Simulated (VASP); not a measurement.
# A VASP study of LaSi3Rh (LDA): structure first, properties next, part 4 of 5

Aim: relax LaSi3Rh with LDA, compute its properties on that cell and hold them against experiment. The start is a computed cell from the Materials Project.

VASP 6.6.1; LDA; plane waves and PAW (La, Si, Rh_pv).

So far. Step 5 (Band structure (LDA)): There is no gap at this level. Step 6 (Density of states (LDA)): The finer mesh and the other smearing move the Fermi level by -0.06 eV from the 6×6×6 run, one measure of the sampling error in the zero of the bands above. Of the states within 0.3 eV of the Fermi level, the largest shares in the PAW spheres are Rh d 16 %, Si p 15 % and La d 8 %. The rest lies in smaller channels or between the spheres. The relaxed cell has a = 4.212, c = 9.734 Å (conventional setting).

### Step 7. Zone-centre phonons (LDA)

Zone-centre modes test whether the atoms sit at a minimum within this cell. IBRION = 8 takes the force constants from linear response, which needs tightly converged orbitals.

INCAR reads:

```
SYSTEM = LaSi3Rh
PREC = Accurate
ENCUT = 400
EDIFF = 1E-08
NELM = 100
ISMEAR = 1
SIGMA = 0.2
LREAL = .FALSE.
ALGO = Normal
GGA = CA
NBANDS = 25
LASPH = .TRUE.
LORBIT = 11
LWAVE = .FALSE.
LCHARG = .FALSE.
KPAR = 4
IBRION = 8
ISIF = 2
```

POSCAR reads:

```
LaSi3Rh
1.0
    0.0000000000     -4.2121934747      0.0000000000
   -4.2121934747      0.0000000000      0.0000000000
    2.1060967374     -2.1060967374     -4.8670640531
La Si Rh
1 3 1
Direct
    0.9997552198      0.0002447802      0.0004895603
    0.4128816538      0.5871183462      0.1742366924
    0.2618107950      0.2381892050      0.4763784102
    0.7618107950      0.7381892050      0.4763784102
    0.6537405265      0.3462594735      0.6925189470
```

KPOINTS reads:

```
Automatic mesh
0
Gamma
8 8 8
0 0 0
```

Potentials, in the order of the species: La, Si and Rh_pv (LDA family, release 64).

Command:

```bash
$ mpirun -np 4 vasp_std
```

The log of the run:

```text
[... set-up lines as in an earlier step ...]
 entering main loop
       N       E                     dE             d eps       ncg     rms          rms(c)
DAV:   1     0.241404747690E+03    0.24140E+03   -0.15379E+04  3798   0.164E+03
DAV:   2     0.303376696009E+01   -0.23837E+03   -0.22857E+03  3226   0.315E+02
DAV:   3    -0.348591165593E+02   -0.37893E+02   -0.36071E+02  4566   0.114E+02
DAV:   4    -0.375028758526E+02   -0.26438E+01   -0.25746E+01  5026   0.365E+01
DAV:   5    -0.376164265264E+02   -0.11355E+00   -0.11340E+00  4400   0.589E+00    0.137E+01
DAV:   6    -0.373488386162E+02    0.26759E+00   -0.14858E+01  4363   0.254E+01    0.593E+00
DAV:   7    -0.367292095773E+02    0.61963E+00   -0.50688E+00  4323   0.176E+01    0.446E+00
DAV:   8    -0.367224163559E+02    0.67932E-02   -0.77449E-01  4532   0.454E+00    0.124E+00
DAV:   9    -0.366898133754E+02    0.32603E-01   -0.24595E-01  4547   0.331E+00    0.334E-01
DAV:  10    -0.366897448530E+02    0.68522E-04   -0.12778E-02  4572   0.761E-01    0.175E-01
DAV:  11    -0.366895890481E+02    0.15580E-03   -0.13433E-03  4796   0.237E-01    0.765E-02
DAV:  12    -0.366895830558E+02    0.59923E-05   -0.17512E-04  4700   0.790E-02    0.192E-02
DAV:  13    -0.366895834021E+02   -0.34628E-06   -0.17774E-05  4484   0.312E-02    0.566E-03
DAV:  14    -0.366895834932E+02   -0.91129E-07   -0.10177E-06  4892   0.717E-03    0.295E-03
DAV:  15    -0.366895834190E+02    0.74219E-07   -0.38939E-07  4724   0.532E-03    0.751E-04
DAV:  16    -0.366895834170E+02    0.20141E-08   -0.40527E-08  3572   0.121E-03
   1 F= -.36689583E+02 E0= -.36689075E+02  d E =-.152665E-02
 Linear response reoptimize wavefunctions to high precision
DAV:   1    -0.366895834170E+02   -0.50477E-10   -0.33914E-09  3244   0.816E-04
DAV:   2    -0.366895834171E+02   -0.84128E-10   -0.93313E-10  2940   0.420E-04
 Linear response DOF=           9
 Linear response progress:
  Degree of freedom:   1/  9
       N       E                     dE             d eps       ncg     rms          rms(c)
RMM:   1    -0.283191990196E+00   -0.28319E+00   -0.36002E-01 11222   0.180E+01
RMM:   2    -0.257644331077E+00    0.25548E-01   -0.92730E-02 12714   0.219E+00    0.908E-02
RMM:   3    -0.260364253515E+00   -0.27199E-02   -0.41359E-02 16259   0.959E-01    0.699E-02
RMM:   4    -0.262479316525E+00   -0.21151E-02   -0.11946E-02 18359   0.389E-01    0.718E-02
RMM:   5    -0.263935785043E+00   -0.14565E-02   -0.23969E-03 16063   0.226E-01    0.309E-02
RMM:   6    -0.264698686846E+00   -0.76290E-03   -0.10997E-03 18028   0.133E-01    0.170E-02
RMM:   7    -0.264033173363E+00    0.66551E-03   -0.56477E-04 16144   0.104E-01    0.211E-02
RMM:   8    -0.264147651150E+00   -0.11448E-03   -0.17429E-04 20052   0.389E-02    0.162E-02
RMM:   9    -0.264425718983E+00   -0.27807E-03   -0.29379E-04 16681   0.386E-02    0.522E-03
RMM:  10    -0.264523534798E+00   -0.97816E-04   -0.31061E-04 19301   0.199E-02    0.158E-03
RMM:  11    -0.264529025352E+00   -0.54906E-05   -0.21007E-04 19211   0.119E-02    0.117E-03
RMM:  12    -0.264519681923E+00    0.93434E-05   -0.16082E-04 18598   0.810E-03    0.862E-04
RMM:  13    -0.264525495878E+00   -0.58140E-05   -0.10404E-04 18853   0.569E-03    0.210E-04
RMM:  14    -0.264524340210E+00    0.11557E-05   -0.82157E-05 18846   0.438E-03    0.401E-04
RMM:  15    -0.264528295576E+00   -0.39554E-05   -0.60912E-05 18361   0.368E-03    0.979E-05
RMM:  16    -0.264530103026E+00   -0.18074E-05   -0.48739E-05 18344   0.329E-03    0.525E-05
RMM:  17    -0.264530566400E+00   -0.46337E-06   -0.37809E-05 18148   0.298E-03    0.828E-05
RMM:  18    -0.264531149932E+00   -0.58353E-06   -0.32456E-05 18196   0.283E-03    0.315E-05
RMM:  19    -0.264531693002E+00   -0.54307E-06   -0.25877E-05 18048   0.273E-03    0.359E-05
RMM:  20    -0.264532050830E+00   -0.35783E-06   -0.23315E-05 18201   0.264E-03    0.161E-05
RMM:  21    -0.264532432985E+00   -0.38215E-06   -0.19637E-05 18003   0.260E-03    0.183E-05
RMM:  22    -0.264532241770E+00    0.19121E-06   -0.17825E-05 18210   0.258E-03    0.223E-05
RMM:  23    -0.264532339990E+00   -0.98220E-07   -0.15844E-05 18046   0.254E-03    0.190E-05
RMM:  24    -0.264532323619E+00    0.16370E-07   -0.14753E-05 17978   0.254E-03    0.279E-05
RMM:  25    -0.264532362968E+00   -0.39348E-07   -0.13276E-05 18058   0.252E-03    0.274E-05
RMM:  26    -0.264532414308E+00   -0.51340E-07   -0.12601E-05 18272   0.252E-03    0.251E-05
RMM:  27    -0.264532437401E+00   -0.23093E-07   -0.11557E-05 18222   0.251E-03    0.258E-05
 first order change of Fermi-energy   0.12183E-04
 force on displaced ion       1 direction 1 :  -6.936  -0.000  -0.000
 Linear response progress:
  Degree of freedom:   2/  9
       N       E                     dE             d eps       ncg     rms          rms(c)
RMM:   1    -0.299085066667E+00   -0.29909E+00   -0.30747E-01  4319   0.183E+01
RMM:   2    -0.276974400566E+00    0.22111E-01   -0.89109E-02  4934   0.217E+00    0.931E-02
RMM:   3    -0.279808208872E+00   -0.28338E-02   -0.38188E-02  6363   0.976E-01    0.907E-02
RMM:   4    -0.281727163688E+00   -0.19190E-02   -0.10422E-02  7160   0.396E-01    0.811E-02
RMM:   5    -0.282457208867E+00   -0.73005E-03   -0.20954E-03  6784   0.183E-01    0.673E-02
RMM:   6    -0.283404818778E+00   -0.94761E-03   -0.70853E-04  6133   0.170E-01    0.206E-02
RMM:   7    -0.283707554828E+00   -0.30274E-03   -0.37591E-04  7147   0.854E-02    0.132E-02
RMM:   8    -0.283241296916E+00    0.46626E-03   -0.16589E-04  5997   0.754E-02    0.132E-02
RMM:   9    -0.283361687197E+00   -0.12039E-03   -0.67290E-05  7609   0.272E-02    0.795E-03
RMM:  10    -0.283474964783E+00   -0.11328E-03   -0.17231E-05  6630   0.236E-02    0.383E-03
RMM:  11    -0.283556159324E+00   -0.81195E-04   -0.11327E-05  7411   0.128E-02    0.130E-03
RMM:  12    -0.283551281417E+00    0.48779E-05   -0.37735E-06  7035   0.834E-03    0.106E-03
RMM:  13    -0.283539138535E+00    0.12143E-04   -0.16321E-06  6931   0.635E-03    0.316E-04
RMM:  14    -0.283532671746E+00    0.64668E-05   -0.10650E-06  7168   0.454E-03    0.302E-04
RMM:  15    -0.283534716664E+00   -0.20449E-05   -0.45448E-07  6680   0.373E-03    0.269E-04
RMM:  16    -0.283535072006E+00   -0.35534E-06   -0.33716E-07  7167   0.299E-03    0.185E-04
RMM:  17    -0.283536295326E+00   -0.12233E-05   -0.20422E-07  6950   0.285E-03    0.106E-04
RMM:  18    -0.283537466774E+00   -0.11714E-05   -0.20021E-07  7036   0.262E-03    0.649E-05
RMM:  19    -0.283538497948E+00   -0.10312E-05   -0.18493E-07  6895   0.259E-03    0.120E-05
RMM:  20    -0.283538519197E+00   -0.21248E-07   -0.16540E-07  7077   0.251E-03    0.182E-05
RMM:  21    -0.283538641020E+00   -0.12182E-06   -0.13183E-07  6978   0.248E-03    0.734E-06
[...]
RMM:   4    -0.222247784848E-01   -0.81391E-04   -0.16932E-04  9827   0.963E-02    0.279E-02
RMM:   5    -0.223087501554E-01   -0.83972E-04   -0.58945E-05 10140   0.501E-02    0.499E-03
RMM:   6    -0.223034940378E-01    0.52561E-05   -0.28503E-05 11497   0.193E-02    0.389E-03
RMM:   7    -0.223084109981E-01   -0.49170E-05   -0.83637E-06 11280   0.112E-02    0.118E-03
RMM:   8    -0.223090074958E-01   -0.59650E-06   -0.32746E-06 11873   0.620E-03    0.683E-04
RMM:   9    -0.223089331606E-01    0.74335E-07   -0.26666E-06 12009   0.370E-03    0.235E-04
RMM:  10    -0.223093449840E-01   -0.41182E-06   -0.27478E-06 11905   0.238E-03    0.160E-04
RMM:  11    -0.223094941907E-01   -0.14921E-06   -0.25796E-06 11535   0.182E-03    0.493E-05
RMM:  12    -0.223096097718E-01   -0.11558E-06   -0.24611E-06 11619   0.139E-03    0.291E-05
RMM:  13    -0.223096222470E-01   -0.12475E-07   -0.22768E-06 11222   0.124E-03    0.128E-05
RMM:  14    -0.223095916513E-01    0.30596E-07   -0.20809E-06 11234   0.112E-03    0.125E-05
RMM:  15    -0.223095903617E-01    0.12896E-08   -0.19943E-06 10952   0.107E-03    0.862E-06
RMM:  16    -0.223095932874E-01   -0.29257E-08   -0.19611E-06 11142   0.104E-03    0.552E-06
RMM:  17    -0.223095759805E-01    0.17307E-07   -0.18832E-06 10884   0.103E-03    0.819E-06
RMM:  18    -0.223095816668E-01   -0.56862E-08   -0.18615E-06 11098   0.101E-03    0.195E-06
RMM:  19    -0.223095805340E-01    0.11327E-08   -0.18303E-06 11000   0.101E-03    0.112E-06
RMM:  20    -0.223095787031E-01    0.18309E-08   -0.18230E-06 11074   0.100E-03    0.255E-06
RMM:  21    -0.223095781287E-01    0.57433E-09   -0.18387E-06 11045   0.100E-03    0.465E-06
RMM:  22    -0.223095775294E-01    0.59938E-09   -0.18597E-06 11058   0.101E-03    0.490E-06
RMM:  23    -0.223095756831E-01    0.18462E-08   -0.18938E-06 11054   0.101E-03    0.610E-06
RMM:  24    -0.223095749428E-01    0.74029E-09   -0.19405E-06 11073   0.101E-03    0.724E-06
RMM:  25    -0.223095724439E-01    0.24989E-08   -0.19681E-06 11162   0.101E-03    0.820E-06
RMM:  26    -0.223095714863E-01    0.95762E-09   -0.20249E-06 11158   0.102E-03    0.927E-06
RMM:  27    -0.223095692606E-01    0.22257E-08   -0.20903E-06 11194   0.102E-03    0.112E-05
RMM:  28    -0.223095675911E-01    0.16695E-08   -0.21620E-06 11216   0.102E-03    0.130E-05
RMM:  29    -0.223095649952E-01    0.25958E-08   -0.22152E-06 11267   0.103E-03    0.155E-05
RMM:  30    -0.223095629691E-01    0.20261E-08   -0.22977E-06 11328   0.103E-03    0.177E-05
[...]
RMM:  37    -0.223095379828E-01    0.55579E-08   -0.28849E-06 11672   0.106E-03    0.407E-05
RMM:  38    -0.223095335997E-01    0.43831E-08   -0.29877E-06 11735   0.107E-03    0.443E-05
RMM:  39    -0.223095273500E-01    0.62497E-08   -0.30869E-06 11775   0.108E-03    0.489E-05
RMM:  40    -0.223095217388E-01    0.56111E-08   -0.31885E-06 11828   0.108E-03    0.528E-05
RMM:  41    -0.223095142486E-01    0.74902E-08   -0.32900E-06 11872   0.109E-03    0.577E-05
RMM:  42    -0.223095074985E-01    0.67501E-08   -0.33966E-06 11925   0.110E-03    0.619E-05
RMM:  43    -0.223094988864E-01    0.86121E-08   -0.34995E-06 11967   0.110E-03    0.672E-05
RMM:  44    -0.223094909503E-01    0.79361E-08   -0.36074E-06 12029   0.111E-03    0.717E-05
RMM:  45    -0.223094812041E-01    0.97462E-08   -0.37146E-06 12047   0.112E-03    0.773E-05
RMM:  46    -0.223094719915E-01    0.92126E-08   -0.38194E-06 12083   0.113E-03    0.819E-05
RMM:  47    -0.223094610697E-01    0.10922E-07   -0.39292E-06 12129   0.113E-03    0.878E-05
RMM:  48    -0.223094505795E-01    0.10490E-07   -0.40334E-06 12151   0.114E-03    0.927E-05
 first order change of Fermi-energy  -0.45811E+00
 force on displaced ion       3 direction 3 :   0.000  -0.000  -9.322
 Linear response progress:
  Degree of freedom:   8/  9
       N       E                     dE             d eps       ncg     rms          rms(c)
RMM:   1    -0.394994702480E+00   -0.39499E+00    0.25615E+01  7953   0.624E+01
RMM:   2    -0.535838064660E+00   -0.14084E+00   -0.24150E-01 13948   0.353E+00    0.157E-01
RMM:   3    -0.537455504950E+00   -0.16174E-02   -0.92021E-03 14765   0.529E-01    0.820E-02
RMM:   4    -0.537486314417E+00   -0.30809E-04   -0.13228E-03 15943   0.206E-01    0.294E-02
RMM:   5    -0.537454471131E+00    0.31843E-04   -0.33130E-04 16659   0.886E-02    0.986E-03
RMM:   6    -0.537373655853E+00    0.80815E-04   -0.70958E-05 16828   0.394E-02    0.435E-03
RMM:   7    -0.537384786505E+00   -0.11131E-04   -0.24706E-05 17949   0.186E-02    0.168E-03
RMM:   8    -0.537393412477E+00   -0.86260E-05   -0.96285E-06 18023   0.107E-02    0.114E-03
RMM:   9    -0.537399944941E+00   -0.65325E-05   -0.53556E-06 17413   0.736E-03    0.449E-04
RMM:  10    -0.537399948072E+00   -0.31313E-08   -0.41958E-06 18490   0.512E-03    0.229E-04
RMM:  11    -0.537400536683E+00   -0.58861E-06   -0.31808E-06 17596   0.428E-03    0.774E-05
RMM:  12    -0.537400671808E+00   -0.13512E-06   -0.23731E-06 17850   0.376E-03    0.520E-05
RMM:  13    -0.537400911442E+00   -0.23963E-06   -0.19349E-06 17133   0.351E-03    0.180E-05
RMM:  14    -0.537401131432E+00   -0.21999E-06   -0.15263E-06 17657   0.326E-03    0.130E-05
RMM:  15    -0.537401376428E+00   -0.24500E-06   -0.13014E-06 17276   0.315E-03    0.702E-06
RMM:  16    -0.537401456629E+00   -0.80201E-07   -0.10744E-06 17713   0.302E-03    0.599E-06
RMM:  17    -0.537401627044E+00   -0.17042E-06   -0.91205E-07 17425   0.297E-03    0.868E-06
RMM:  18    -0.537401499907E+00    0.12714E-06   -0.79622E-07 17641   0.290E-03    0.202E-05
RMM:  19    -0.537401534161E+00   -0.34254E-07   -0.69651E-07 17770   0.285E-03    0.228E-05
RMM:  20    -0.537401556693E+00   -0.22532E-07   -0.62214E-07 17865   0.281E-03    0.281E-05
RMM:  21    -0.537401571702E+00   -0.15009E-07   -0.55497E-07 17937   0.279E-03    0.269E-05
RMM:  22    -0.537401593644E+00   -0.21943E-07   -0.48487E-07 18038   0.276E-03    0.301E-05
RMM:  23    -0.537401600415E+00   -0.67708E-08   -0.45788E-07 18105   0.275E-03    0.312E-05
 first order change of Fermi-energy  -0.40036E-06
 force on displaced ion       5 direction 1 : -13.009  -0.000  -0.005
 Linear response progress:
  Degree of freedom:   9/  9
       N       E                     dE             d eps       ncg     rms          rms(c)
RMM:   1    -0.403901878839E+00   -0.40390E+00    0.25769E+01  3207   0.629E+01
RMM:   2    -0.544706356511E+00   -0.14080E+00   -0.27611E-01  5385   0.371E+00    0.179E-01
RMM:   3    -0.546593531701E+00   -0.18872E-02   -0.10230E-02  5623   0.583E-01    0.965E-02
RMM:   4    -0.546676369074E+00   -0.82837E-04   -0.15750E-03  5851   0.260E-01    0.507E-02
RMM:   5    -0.546716916613E+00   -0.40548E-04   -0.50595E-04  5704   0.135E-01    0.173E-02
RMM:   6    -0.546676749567E+00    0.40167E-04   -0.12182E-04  6669   0.541E-02    0.113E-02
RMM:   7    -0.546653813037E+00    0.22937E-04   -0.40654E-05  6137   0.304E-02    0.309E-03
RMM:   8    -0.546662701776E+00   -0.88887E-05   -0.15336E-05  6142   0.173E-02    0.203E-03
RMM:   9    -0.546659125361E+00    0.35764E-05   -0.76562E-06  7202   0.935E-03    0.746E-04
RMM:  10    -0.546659938957E+00   -0.81360E-06   -0.35755E-06  6842   0.618E-03    0.434E-04
RMM:  11    -0.546660583558E+00   -0.64460E-06   -0.20400E-06  7049   0.475E-03    0.149E-04
RMM:  12    -0.546661487149E+00   -0.90359E-06   -0.13678E-06  6525   0.413E-03    0.110E-04
RMM:  13    -0.546661488916E+00   -0.17679E-08   -0.78658E-07  6768   0.362E-03    0.417E-05
RMM:  14    -0.546661940495E+00   -0.45158E-06   -0.64555E-07  6705   0.335E-03    0.241E-05
RMM:  15    -0.546661889571E+00    0.50924E-07   -0.33076E-07  6787   0.320E-03    0.164E-05
RMM:  16    -0.546661916402E+00   -0.26831E-07   -0.17405E-07  6805   0.309E-03    0.253E-05
RMM:  17    -0.546661862187E+00    0.54215E-07   -0.12157E-07  6823   0.302E-03    0.561E-05
RMM:  18    -0.546661825098E+00    0.37089E-07   -0.12994E-07  6840   0.297E-03    0.526E-05
RMM:  19    -0.546661821743E+00    0.33543E-08   -0.17246E-08  6904   0.294E-03    0.529E-05
 first order change of Fermi-energy  -0.20728E-01
 force on displaced ion       5 direction 3 :   0.000  -0.000 -16.221
 Linear response finished
```

Run time: 13 min. Hardware: 4 MPI ranks of Intel Xeon 6975P-C (Granite Rapids), shared host; peak memory 2.4 GiB.

(Continued in part 5 of 5.)

[Lines on the potential files, build, host, timing and source positions are cut from VASP's logs without a mark.]

[Logs are printed without paths, hosts, clocks, repeated set-up lines and the standing remarks that a program may print on its own settings, such as how far it seeks lower states.]

[Hosts, paths, dates, database ids (printed as entryN), source tags and the programs' standing remarks are cut or masked in the printed files.]

[A measured line is paired with the nearest computed mode of its activity, which favours agreement.]
